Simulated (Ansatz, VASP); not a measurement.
**Si2Ni in two plane-wave programs**

One calculation is typed for both programs; each brings its own data sets. How far apart do they land? The cell is taken from a series of runs on this material, whose earlier steps may have relaxed, scaled, displaced or heated it; both programs get it as it stands.

Main program and level: Ansatz 0.2.0; plane waves, with VASP 6.6.1 beside it; zone-centre phonons at LDA.

## Step 1: The structure

Symmetry: Fm-3m, No. 225, cubic system. The conventional cell has a = 5.240 Å, b = 5.240 Å, c = 5.240 Å, α = 90.00°, β = 90.00°, γ = 90.00°. Nearest to Si lie 4 Ni at 2.27 Å. Nearest to Ni lie 8 Si at 2.27 Å. Farther neighbours are not listed.

## Step 2: Ansatz: zone-centre phonons, LDA

Ansatz runs on its PAW soft_1 files.

Second derivatives magnify differences that forces hide, and they need a tight electronic threshold.

The input, input.yaml:

```yaml
crystal:
  lattice:
    - [0.0, 2.6202008751, 2.6202008751]
    - [2.6202008751, 0.0, 2.6202008751]
    - [2.6202008751, 2.6202008751, 0.0]
  atoms:
    - { symbol: Si, position: [0.25, 0.25, 0.25] }
    - { symbol: Si, position: [0.75, 0.75, 0.75] }
    - { symbol: Ni, position: [0.0, 0.0, 0.0] }
kpoints:
  mp_grid: { grid: [16, 16, 16] }
hamiltonian:
  xc: lda
  pseudopotentials: { kind: paw, azcp: { folder: soft_1 }, xc_functional: pbe }
scf:
  occupations: { method: methfessel_paxton, width: 0.2 }
output:
  eigenvalues: true
phonons:
  method: dfpt
```

On the command line:

```
$ ansatz run input.yaml --threads 4 --pin off --max-ram 10240MiB --backend cpu --events-out ev --progress --plain --runs-dir out
```

Numbers of over 12 decimals in the logs are rounded to 6 here.

What it wrote:

```text
zone centre: on kpoints.mp_grid the ground state, and the responses unless they are solved on pairs of k-points, stand on 349 of the mesh's 4096 k-points, reduced under 8 symmetry operations, with k and −k counted as one. Each operation leaves every solved displacement unchanged or reverses it
Engine: ansatz 0.2.0, x86_64-unknown-linux-gnu
Pseudopotentials: kind: paw
Pseudopotential: Si, paw, valence charge 4, recommended cutoff 420 eV (normal), soft_1/Si.paw.azcp
Pseudopotential: Ni, paw, valence charge 18, recommended cutoff 420 eV (normal), soft_1/Ni.paw.azcp
Functional definition: SPW92
  exchange = slater_x
  correlation = pw_c
Crystal: 3 atoms, lattice volume = 35.978 Å³
Basis set: ecut = 420 eV, 725 PW (Γ), exchange–correlation on 50×50×50 points (8 copies of the dense FFT grid, shifted against one another)
Bands: 17, of which v1, the nominal top of the filled ones, is band 13 counted from 1 (12 counted from 0)
Symmetry: 48 space group operations
k-points: 349 of 4096 (irreducible under 8 space group operations, time reversal used)
Non-local potential: Si, projectors of the file, l = 0: 2, l = 1: 2, l = 2: 1
Non-local potential: Ni, projectors of the file, l = 0: 3, l = 1: 2, l = 2: 3, l = 3: 1
PAW form: soft (Blöchl's): semilocal exchange-correlation on the pseudo side does not see the compensation charge
PAW frozen core: Si, regenerated for the run's functional, and the local potential with it (the file was generated under x = pbe(κ = 0.804, μ = 0.219515), c = pbe(β = 0.066725))
PAW frozen core: Ni, regenerated for the run's functional, and the local potential with it (the file was generated under x = pbe(κ = 0.804, μ = 0.219515), c = pbe(β = 0.066725))
PAW one-centre angular grid: Si, 110 points (default); XC on 64 Gauss nodes
PAW one-centre angular grid: Ni, 590 points (default); XC on 64 Gauss nodes
Initial density: superposition of atomic densities (chi_scale 0.1, normalization cell, long waves kept (reshape's long-wave potential 0.00 eV rms))
Initial wavefunctions: pseudopotential atomic-orbital guess
Functional: x = slater, c = lda
SCF iter   1: F=—  HF=-6992.892652 eV  |F-HF|=—  |Δ(HF+E_count)|=         —  Δρ=7.71e-2  dr2=3.12e0  ethr=3.10e-3  ⟨swp⟩=5.1  Hψ=30216  notcnv=0
preconditioner: auto → Kerker (q_TF=auto, 2.585 Å⁻¹)  [metal: Δε(μ)=0.011 eV  Ē_g=9.514 eV  σ=0.200 eV  W_gap=0.05  n_scr=14 (ndim 8)  ℏωp=26.3 eV  f_vac=0.000  D(μ)=0.70/eV (n_scr^D=0)]
SCF iter   2: F=—  HF=-6992.388690 eV  |F-HF|=—  |Δ(HF+E_count)|=   5.04e-1  S|Δr|=    0.00e0  Δρ=4.18e-2  dr2=1.08e0  ethr=3.10e-3  ⟨swp⟩=2.0  Hψ=10025  notcnv=0  defer=7
SCF iter   3: F=—  HF=-6992.043201 eV  |F-HF|=—  |Δ(HF+E_count)|=   3.45e-1  S|Δr|=    0.00e0  Δρ=2.30e-2  dr2=1.82e-1  ethr=3.10e-3  ⟨swp⟩=2.2  Hψ=10409  notcnv=0  defer=7
SCF iter   4: F=—  HF=-6992.012922 eV  |F-HF|=—  |Δ(HF+E_count)|=   3.03e-2  S|Δr|=    0.00e0  Δρ=8.74e-3  dr2=2.10e-2  ethr=6.99e-4  ⟨swp⟩=2.1  Hψ=10133  notcnv=0  defer=7
SCF iter   5: F=—  HF=-6992.012054 eV  |F-HF|=—  |Δ(HF+E_count)|=   8.68e-4  S|Δr|=    0.00e0  Δρ=2.96e-3  dr2=3.02e-3  ethr=8.06e-5  ⟨swp⟩=2.0  Hψ=10224  notcnv=0  defer=5
SCF iter   6: F=—  HF=-6992.012068 eV  |F-HF|=—  |Δ(HF+E_count)|=   1.43e-5  S|Δr|=    0.00e0  Δρ=1.54e-3  dr2=7.66e-4  ethr=1.16e-5  ⟨swp⟩=1.0  Hψ=5928  notcnv=0  defer=5
SCF iter   7: F=—  HF=-6992.012006 eV  |F-HF|=—  |Δ(HF+E_count)|=   6.19e-5  S|Δr|=    0.00e0  Δρ=1.41e-4  dr2=8.94e-6  ethr=2.95e-6  ⟨swp⟩=1.1  Hψ=6070  notcnv=0  defer=5
SCF iter   8: F=—  HF=-6992.012018 eV  |F-HF|=—  |Δ(HF+E_count)|=   1.11e-5  S|Δr|=    0.00e0  Δρ=2.50e-5  dr2=2.27e-7  ethr=3.44e-8  ⟨swp⟩=2.2  Hψ=8954  notcnv=0  defer=5
SCF iter   9: F=—  HF=-6992.012017 eV  |F-HF|=—  |Δ(HF+E_count)|=   1.17e-7  S|Δr|=    0.00e0  Δρ=3.57e-6  dr2=3.00e-9  ethr=8.71e-10  ⟨swp⟩=2.1  Hψ=8726  notcnv=0  defer=5
SCF iter  10: F=—  HF=-6992.012017 eV  |F-HF|=—  |Δ(HF+E_count)|=  1.20e-10  S|Δr|=    0.00e0  Δρ=6.55e-7  dr2=1.07e-10  ethr=1.16e-11  ⟨swp⟩=2.3  Hψ=8861  notcnv=0  defer=5
SCF iter  11: F=-6992.012017 eV  HF=-6992.012017 eV  |F-HF|=1.82e-12  |Δ(HF+E_count)|=  1.18e-11  S|Δr|=    0.00e0  Δρ=9.23e-8  dr2=2.38e-12  ethr=1.00e-12  ⟨swp⟩=5.7  Hψ=25144  notcnv=0
SCF 1 converged in 11 iterations: F = -6992.012017 eV  dr2 = 2.38e-12
  greatest PAW one-centre occupation: 1.001 electrons in one spin orbital (limit 2), on the Ni atom at site 2 (counted from 0), in its partial waves of l = 1
DFPT response loops at Γ: preconditioner auto → Kerker (q_TF=auto, 2.585 Å⁻¹) (partly filled bands, converged f_vac=0.000); β = 1.00, the filter's whole step (`scf.mixing.beta` (0.50) is not read by the response loops under this deck's `scf.mixing.preconditioner`; to damp them name `kerker` or `kerker_dos`, under which they read `scf.mixing.beta`, and type it under 1.00, their step now; both keys bind the ground state too); Broyden in place of MSR1
SCF converged after 11 iterations
Stability not checked: this state was not tested for a lower state beside it, because cold or Methfessel-Paxton smearing, or corrected tetrahedra, fill the levels in a way that the test cannot read (fill_not_monotonic; see scf.lower_state_search)
Free energy (F): -6992.012017 eV
Harris-Foulkes:  -6992.012017 eV  (|F-HF|=1.82e-12)
Internal energy: -6992.012104 eV  (E = F + TS)
E sigma→0 (E₀):  -6992.012039 eV
Entropy (-TS):   0.000087 eV (0.029 meV/atom)
Fermi energy:    14.727262 eV
Step filling:    the computed levels leave a gap of 0.0000 eV = 0.0 smearing widths at the electron count; against every level under it full and every level over it empty, smearing changes F+E_penalty+E_count by -0.585 meV and its σ→0 estimate by -0.607 meV
--- Per-component energies (eV) ---
  E_band       = -317.914702
  E_kinetic    = 437.129369
  E_local      = -4091.001292  (includes V_loc(G=0)·N_el)
  E_nonlocal   = -69.582782
  E_hartree    = 2127.574521
  E_xc         = -231.471909
  E_vxc        = -251.231787  (∫ρ·V_xc dr)
  E_paw        = -2557.533996  (= ΣΔE_a)
  E_vpaw       = -598.378156  (= ΣTr[D̂ρ^β])
  E_aug_tail   = 0.000829  (compensation charges beyond the density's cutoff)
  E_ewald      = -2607.729628
  E_core_change = 0.602783  (= ΣΔE_core)
  E_smearing   = 0.000087  (= −TS)
  E_closure    = -0.000000  (closes the sum)
  Σ components = -6992.012017   (vs F -6992.012017, Δ=0.00e0)
--- Band table (eV; the first three rows and the last of 349) ---
  k-point 0: bands = [... 9 lower, 10.5577, 14.9981, 16.4879, 16.4879, 16.4879, 16.7291, 16.7291, 16.7291]
  k-point 1: bands = [... 9 lower, 10.5451, 14.7584, 15.6489, 15.9977, 15.9977, 17.2501, 17.2501, 17.8590]
  k-point 2: bands = [... 9 lower, 10.5137, 13.7600, 15.4401, 15.4401, 15.6158, 17.7443, 17.7443, 18.8443]
  k-point 348: bands = [... 9 lower, 10.3682, 10.4676, 10.9591, 11.8417, 17.0609, 17.0609, 19.1609, 19.9916]
--- Phonons (Γ-DFPT): 2 representative perturbations + reference, on 349 of 4096 k-points (Σ response iterations 6) ---
  k mesh reduced under 8 symmetry operations, with k and −k counted as one. Each operation leaves every solved displacement unchanged or reverses it
  ASR residual: 5.497e-5 → 0.000e0 eV/Å²; symmetrization residual: 1.325e-6 eV/Å²
  ASR residual per site (eV/Å²): 2.65e-5 2.65e-5 5.50e-5
  Γ frequencies (cm⁻¹): 0.00 0.00 0.00 356.12 356.12 356.12 380.62 380.62 380.62
  non-analytic LO–TO correction: not included (Born effective charges unavailable; polar crystals: no LO–TO splitting at Γ)
```

(Continued in part 2 of 2.)

[Lines on the potential files, build, host, timing and source positions are cut from VASP's logs without a mark.]

[Logs are printed without paths, hosts, clocks, repeated set-up lines and the standing remarks that a program may print on its own settings, such as how far it seeks lower states.]

[Hosts, paths, dates, database ids (printed as entryN), source tags and the programs' standing remarks are cut or masked in the printed files.]
